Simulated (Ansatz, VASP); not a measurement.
## Zr (Zr strained to the junction's net): VASP beside Ansatz

One calculation is typed for both programs; each brings its own data sets. How far apart do they land? The structure shown is the end of the Ansatz relaxation below.

Method: plane waves, with VASP 6.6.1 beside it; single point at PBE, in Ansatz 0.2.0.

## 1. The structure

Symmetry: P6_3/mmc, No. 194, hexagonal system. The conventional cell has a = 3.288 Å, b = 3.288 Å, c = 5.108 Å, α = 90.00°, β = 90.00°, γ = 120.00°. Zr has 12 Zr at 3.18 to 3.29 Å nearest.

## 2. Ansatz: relaxation, PBE

Ansatz runs on its default PAW (the set named soft_2) files.

This run makes the geometry at which the two programs are then compared.

Input file input.yaml:

```yaml
crystal:
  lattice:
    - [3.288, 0.0, 0.0]
    - [-1.644, 2.8474915276, 0.0]
    - [0.0, 0.0, 5.1050148607]
  atoms:
    - { symbol: Zr, position: [0.0, 0.0, 0.0] }
    - { symbol: Zr, position: [0.3333333333, 0.6666666667, 0.5] }
kpoints:
  mp_grid: { grid: [12, 12, 6] }
scf:
  occupations: { method: fermi_dirac, width: 0.1 }
  max_iter: 150
hamiltonian:
  xc: pbe
relax:
  f_tol: 0.01
  max_steps: 40
  cell: { fix: [a, b, angles] }
```

Launch:

```sh
$ ansatz run input.yaml --threads 4 --pin off --max-ram 12288MiB --backend cpu --events-out ev --progress --plain --runs-dir out
```

Numbers of over 12 decimals in the logs are rounded to 6 here.

The program printed:

```text
Engine: ansatz 0.2.0, aarch64-unknown-linux-gnu
Pseudopotentials: kind: paw
Pseudopotential: Zr, paw, valence charge 12, recommended cutoff 420 eV (normal), Zr.paw.azcp
Functional definition: PBE
  parameter kappa = 0.804
  parameter beta = 0.066725
  exchange = pbe_x(kappa = kappa, mu = beta*pi^2/3)
  correlation = pbe_c(beta = beta)
Crystal: 2 atoms, lattice volume = 47.796 Å³
Basis set: ecut = 420 eV, 953 PW (Γ), exchange–correlation on 48×48×72 points (8 copies of the dense FFT grid, shifted against one another)
Bands: 16, of which v1, the nominal top of the filled ones, is band 12 counted from 1 (11 counted from 0)
Symmetry: 24 space group operations
Space group: P63/mmc (ITA 194), of the structure as read, at distance tolerance 3.6e-5 Å
k-points: 76 of 864
Non-local potential: Zr, projectors of the file, l = 0: 3, l = 1: 2, l = 2: 2, l = 3: 2
PAW form: soft (Blöchl's): semilocal exchange-correlation on the pseudo side does not see the compensation charge
PAW one-centre angular grid: Zr, 590 points (default); XC on 64 Gauss nodes
Initial density: superposition of atomic densities (neutral atoms: chi_scale 0, normalization atom), corrected by the library's trained network
Initial wavefunctions: pseudopotential atomic-orbital guess
Functional: x = pbe(κ = 0.804, μ = 0.219515), c = pbe(β = 0.066725)
SCF iter   1: F=—  HF=-8367.691939 eV  |F-HF|=—  |Δ(HF+E_count)|=         —  Δρ=2.97e-3  dr2=2.01e-3  ethr=1.77e-3  ⟨swp⟩=5.0  Hψ=11344  notcnv=0
automatic band count: the SCF goes on with 20 bands, as 16 were too few: the levels above may hold too much charge
preconditioner: auto → none  [metal: Δε(μ)=0.031 eV  Ē_g=4.799 eV  σ=0.100 eV  W_gap=0.08  n_scr=8 (ndim 8)  ℏωp=15.2 eV  f_vac=0.000  D(μ)=2.08/eV (n_scr^D=22)  sad-step TF]
SCF iter   2: F=—  HF=-8367.690893 eV  |F-HF|=—  |Δ(HF+E_count)|=   1.05e-3  Δρ=1.77e-3  dr2=7.63e-4  ethr=8.37e-6  ⟨swp⟩=2.8  Hψ=2896  notcnv=0  defer=1
SCF iter   3: F=—  HF=-8367.691147 eV  |F-HF|=—  |Δ(HF+E_count)|=   2.53e-4  Δρ=2.95e-4  dr2=1.91e-5  ethr=3.18e-6  ⟨swp⟩=2.9  Hψ=2423  notcnv=0  defer=1
SCF iter   4: F=—  HF=-8367.691134 eV  |F-HF|=—  |Δ(HF+E_count)|=   1.26e-5  Δρ=7.89e-5  dr2=1.06e-6  ethr=7.96e-8  ⟨swp⟩=2.9  Hψ=2506  notcnv=0  defer=1
iter 5 did not close the SCF: its close was put off for the readings that it lacked (scf_convergence_deferred on its scf_iter line)
SCF iter   5: F=-8367.691134 eV  HF=-8367.691134 eV  |F-HF|=1.09e-11  |Δ(HF+E_count)|=   1.09e-7  Δρ=1.46e-5  dr2=4.55e-8  ethr=4.42e-9  ⟨swp⟩=1.6  Hψ=1670  notcnv=0  defer=1
SCF iter   6: F=-8367.691134 eV  HF=-8367.691134 eV  |F-HF|=2.36e-11  |Δ(HF+E_count)|=   7.45e-9  Δρ=1.09e-6  dr2=1.80e-10  ethr=1.90e-10  ⟨swp⟩=2.0  Hψ=4768  notcnv=0
SCF 1 converged in 6 iterations: F = -8367.691134 eV  dr2 = 1.80e-10
  greatest PAW one-centre occupation: 0.996 electrons in one spin orbital (limit 2), on the Zr atom at site 1 (counted from 0), in its partial waves of l = 0
relax step   1: F+E_penalty+E_count = -8367.69113403 eV  Δ(F+E_penalty+E_count) = +0.000e0 eV  max|allowed force component| = 6.245e-17 eV/Å  Δτ_max = 0.0000 Å  P = -1.728 GPa  Ω = 47.796 Å³  fix = [a, b, alpha, beta, gamma]  reactions: a -2.620, b -2.620 GPa  (6 SCF iters, dr2 threshold 1.00e-7 eV, accepted)
[...]
relax step   2: F+E_penalty+E_count = -8367.69113328 eV  Δ(F+E_penalty+E_count) = +7.503e-7 eV  max|allowed force component| = 1.018e-16 eV/Å  Δτ_max = 0.0000 Å  P = -1.778 GPa  Ω = 47.821 Å³  energy of the carried Pulay correction = -2.821e-6 eV  fix = [a, b, alpha, beta, gamma]  reactions: a -2.652, b -2.652 GPa  (7 SCF iters, dr2 threshold 7.70e-9 eV, accepted)
[...]
relax step   3: F+E_penalty+E_count = -8367.69113572 eV  Δ(F+E_penalty+E_count) = -2.444e-6 eV  max|allowed force component| = 1.018e-16 eV/Å  Δτ_max = 0.0000 Å  P = -1.778 GPa  Ω = 47.821 Å³  fix = [a, b, alpha, beta, gamma]  reactions: a -2.652, b -2.652 GPa  stress off target by 2.90e-2 GPa on what of the cell is left free  SCF on the basis re-selected at this cell (its energy is not comparable with the rows above)  (7 SCF iters)
basis re-selected at this cell: Δ(F+E_penalty+E_count) = -2.444e-6 eV, ΔP = +0.000 GPa vs the last step (what re-selecting the basis moved, of the pressure what is left beyond the Pulay correction that the steps carried, after the strain that the cell walked since its last selection, with what the two solves' SCF thresholds leave and, on support functions, any second-order correction that the steps lacked; it is no m [...]
SCF converged after 7 iterations
Free energy (F): -8367.691136 eV
Harris-Foulkes:  -8367.691136 eV  (|F-HF|=3.64e-12)
Internal energy: -8367.620363 eV  (E = F + TS)
E sigma→0 (E₀):  -8367.655749 eV
Entropy (-TS):   -0.070773 eV (-35.387 meV/atom)
Fermi energy:    13.561313 eV
--- Per-component energies (eV) ---
  E_band       = -204.697979
  E_kinetic    = 663.767632
  E_local      = -1279.661101  (includes V_loc(G=0)·N_el)
  E_nonlocal   = 160.882888
  E_hartree    = 395.939948
  E_xc         = -322.368178
  E_vxc        = -380.571167  (∫ρ·V_xc dr)
  E_paw        = -5908.142935  (= ΣΔE_a)
  E_vpaw       = -160.996175  (= ΣTr[D̂ρ^β])
  E_aug_tail   = 0.000049  (compensation charges beyond the density's cutoff)
  E_ewald      = -2078.038665
  E_smearing   = -0.070773  (= −TS)
  E_closure    = -0.000000  (closes the sum)
  Σ components = -8367.691136   (vs F -8367.691136, Δ=0.00e0)
--- Forces (eV/Å), atoms counted from 1 ---
  atom   1  Zr    -0.00000000    -0.00000000    -0.00000000
  atom   2  Zr     0.00000000     0.00000000     0.00000000
  max |Σ_I F_I| component: 2.78e-17 eV/Å
--- Stress (GPa, compression-positive) ---
       -2.651742       0.000000      -0.000000
        0.000000      -2.651742       0.000000
       -0.000000       0.000000      -0.029045
  P = ⅓ Tr σ = -1.7775 GPa (-17.775 kbar)
--- Relaxed structure (2 steps of the walk, 2 accepted, 1 SCFs on fresh bases) ---
  F+E_penalty+E_count = -8367.69113572 eV   max|allowed force component| = 1.018e-16 eV/Å   (the final SCF, on the basis selected at the relaxed cell)
  cell:  # Å, volume = 47.8212 Å³
    - [3.288000, 0, 0]
    - [-1.644000, 2.847492, 0]
    - [0, 0, 5.107709]
  atoms:
    - { symbol: Zr, position: [9.251858539620032e-18, -5.0885221963063406e-17, 0] }
    - { symbol: Zr, position: [0.333333, 0.666667, 0.5] }
```

## 3. VASP: single point, PBE

The same cell, functional, mesh and smearing now go to VASP, with its own data sets.

Lines of VASP's logs that name or quote its potential files are left out, and so is its time.

Input file INCAR:

```
SYSTEM = Zr
PREC = Accurate
ENCUT = 500
EDIFF = 1E-06
NELM = 120
ISMEAR = -1
SIGMA = 0.1
LREAL = .FALSE.
ALGO = Normal
GGA = PE
NBANDS = 18
LASPH = .TRUE.
LORBIT = 11
LWAVE = .FALSE.
LCHARG = .FALSE.
ISIF = 2
GGA_COMPAT = .FALSE.
```

Input file POSCAR:

```
Zr
1.0
    3.2880000000      0.0000000000      0.0000000000
   -1.6440000000      2.8474915276      0.0000000000
    0.0000000000      0.0000000000      5.1077091013
Zr
2
Direct
    0.0000000000      0.0000000000      0.0000000000
    0.3333333333      0.6666666667      0.5000000000
```

Input file KPOINTS:

```
Automatic mesh
0
Gamma
12 12 6
0 0 0
```

Potentials, in the order of the species: Zr_sv (PBE family, release 64).

Launch:

```sh
$ mpirun -np 1 vasp_std
```

The program printed:

```text
[banner, memory and clock lines left out]
running    1 mpi-ranks, on    1 nodes
 distrk:  each k-point on    1 cores,    1 groups
 distr:  one band on    1 cores,    1 groups

 POSCAR found type information on POSCAR Zr
 POSCAR found :  1 types and       2 ions
 LDA part: xc-table for (Slater+PW92), standard interpolation
 POSCAR, INCAR and KPOINTS ok, starting setup
 FFT: planning ... GRIDC
 FFT: planning ... GRID_SOFT
 FFT: planning ... GRID
 WAVECAR not read
 entering main loop
       N       E                     dE             d eps       ncg     rms          rms(c)
DAV:   1     0.210428031601E+03    0.21043E+03   -0.13144E+04  2736   0.129E+03
DAV:   2    -0.445056070007E+01   -0.21488E+03   -0.21138E+03  3186   0.369E+02
DAV:   3    -0.175125285183E+02   -0.13062E+02   -0.12930E+02  4944   0.684E+01
DAV:   4    -0.177985625877E+02   -0.28603E+00   -0.28554E+00  3206   0.103E+01
DAV:   5    -0.178090232495E+02   -0.10461E-01   -0.10453E-01  4198   0.132E+00    0.136E+01
DAV:   6    -0.171790939228E+02    0.62993E+00   -0.10028E+00  2974   0.781E+00    0.526E+00
DAV:   7    -0.170555129769E+02    0.12358E+00   -0.63324E-01  3840   0.541E+00    0.113E+00
DAV:   8    -0.170611390482E+02   -0.56261E-02   -0.41079E-02  3596   0.151E+00    0.286E-01
DAV:   9    -0.170613049139E+02   -0.16587E-03   -0.19956E-03  3326   0.417E-01    0.347E-02
DAV:  10    -0.170612563765E+02    0.48537E-04   -0.52883E-05  3750   0.443E-02    0.250E-02
DAV:  11    -0.170612550372E+02    0.13393E-05   -0.11460E-05  3002   0.386E-02    0.370E-03
DAV:  12    -0.170612550713E+02   -0.34087E-07   -0.46271E-07  1688   0.494E-03
   1 F= -.17061255E+02 E0= -.17025876E+02  d E =-.707572E-01
```

OUTCAR, selected parts (step 3):

```text
ion  position               nearest neighbor table
   1  0.000  0.000  0.000-   2 3.18   2 3.18   2 3.18   2 3.18   2 3.18   2 3.18
   2  0.333  0.667  0.500-   1 3.18   1 3.18   1 3.18   1 3.18   1 3.18   1 3.18

  LATTYP: Found a hexagonal cell.
 ALAT       =     3.2880000000
 C/A-ratio  =     1.5534395077

 Subroutine GETGRP returns: Found 24 space group operations
 (whereof 12 operations were pure point group operations)

The static configuration has the point symmetry D_3h.
 The point group associated with its full space group is D_6h.

 Found     76 irreducible k-points:

   k-points           NKPTS =     76   k-points in BZ     NKDIM =     76   number of bands    NBANDS=     18

   dimension x,y,z NGX =    24 NGY =   24 NGZ =   40
   dimension x,y,z NGXF=    48 NGYF=   48 NGZF=   80

   ENCUT  =  500.0 eV  36.75 Ry    6.06 a.u.   5.99  5.99  9.31*2*pi/ulx,y,z

   NELECT =      24.0000    total number of electrons

 k-points in reciprocal lattice and weights: Automatic mesh
   0.00000000  0.00000000  0.00000000       0.001
   0.08333333  0.00000000  0.00000000       0.007
   0.16666667  0.00000000  0.00000000       0.007
   0.25000000  0.00000000  0.00000000       0.007
   0.33333333  0.00000000  0.00000000       0.007
   0.41666667 -0.00000000  0.00000000       0.007
   0.50000000  0.00000000  0.00000000       0.003
   0.08333333  0.08333333  0.00000000       0.007
   0.16666667  0.08333333  0.00000000       0.014
[...]
0.33333333  0.25000000  0.50000000       0.014
   0.33333333  0.33333333  0.50000000       0.002

 average (electrostatic) potential at core
       1 -75.0036       2 -75.0036

 E-fermi :   8.6833

 k-point     1 :       0.0000    0.0000    0.0000
  band No.  band energies     occupation
    ...
      6     -17.7526      2.00000
      7     -17.7526      2.00000
      8     -17.7252      2.00000
      9       3.0934      2.00000
     10       5.7507      2.00000
     11       9.5127      0.00050
     12       9.5127      0.00050
     13       9.9070      0.00001
     14       9.9771      0.00000
     15      10.2359      0.00000
    ...

 k-point     2 :       0.0833    0.0000    0.0000
  band No.  band energies     occupation
    ...
      6     -17.7938      2.00000
      7     -17.7572      2.00000
      8     -17.7349      2.00000
      9       3.2785      2.00000
     10       5.9142      2.00000
     11       9.1166      0.02591
     12       9.5701      0.00028
     13       9.6828      0.00009
     14      10.0723      0.00000
     15      10.2233      0.00000
    ...

 k-point     3 :       0.1667    0.0000    0.0000
  band No.  band energies     occupation
    ...
      8     -17.7641      2.00000
      9       3.8014      2.00000
     10       6.3307      2.00000
     11       8.5345      1.63152
     12       8.7207      0.81490
     13       9.7274      0.00006
     14      10.1005      0.00000
     15      10.1815      0.00000
     16      10.2203      0.00000
     17      10.6970      0.00000
    ...

  Total       -0.7813805     -0.7813805      0.0007818      0.0000000      0.0000000      0.0000000
  in kB      -26.1789829    -26.1789829      0.0261921      0.0000000      0.0000000      0.0000000
  external PRESSURE =     -17.4439246 kB  Pullay stress =       0.0000000 kB

  energy-cutoff  :      500.00
  volume of cell :       47.82
      direct lattice vectors                 reciprocal lattice vectors
     3.288000000  0.000000000  0.000000000     0.304136253  0.175593148  0.000000000
    -1.644000000  2.847491528  0.000000000     0.000000000  0.351186295  0.000000000
     0.000000000  0.000000000  5.107709101     0.000000000  0.000000000  0.195782489

 POSITION                                       TOTAL-FORCE (eV/Angst)
 -----------------------------------------------------------------------------------
      0.00000      0.00000      0.00000         0.000000      0.000000      0.000000
     -0.00000      1.89833      2.55385        -0.000000      0.000000      0.000000
 -----------------------------------------------------------------------------------
    total drift:                                0.000000     -0.000000     -0.000000

  FREE ENERGIE OF THE ION-ELECTRON SYSTEM (eV)
  ---------------------------------------------------
  free  energy   TOTEN  =       -17.0612550713 eV

  energy  without entropy=      -16.9904978379  energy(sigma->0) =      -17.02587645

 total charge
# of ion       s       p       d       tot
------------------------------------------
    1        2.229   5.959   1.599   9.787
    2        2.229   5.959   1.599   9.787
--------------------------------------------------
tot          4.458  11.918   3.198  19.574

[... 3 further parts left out ...]
```

The run ends at a pressure of -1.74 GPa.

## 4. Comparison

Known differences besides the potentials themselves: the cutoff is 420 eV in Ansatz and 500 eV in VASP; Ansatz's pressure holds a Pulay correction, VASP's none. Total energies have different zeros and are not compared.

Compared:

```tsv
quantity	Ansatz	VASP	difference
pressure (GPa)	-1.78	-1.74	-0.03
```

## 5. Outcome

- difference in pressure (single point, PBE): -0.033 GPa

What this shows: The difference in pressure is -0.033 GPa (single point, PBE), within the 1 GPa picked in this series as the mark of a large difference. Such differences can come from data sets, numerical settings and the points named under the comparisons, not from the functional's error against experiment.

[Lines on the potential files, build, host, timing and source positions are cut from VASP's logs without a mark.]

[Logs are printed without paths, hosts, clocks, repeated set-up lines and the standing remarks that a program may print on its own settings, such as how far it seeks lower states.]

[Hosts, paths, dates, database ids (printed as entryN), source tags and the programs' standing remarks are cut or masked in the printed files.]
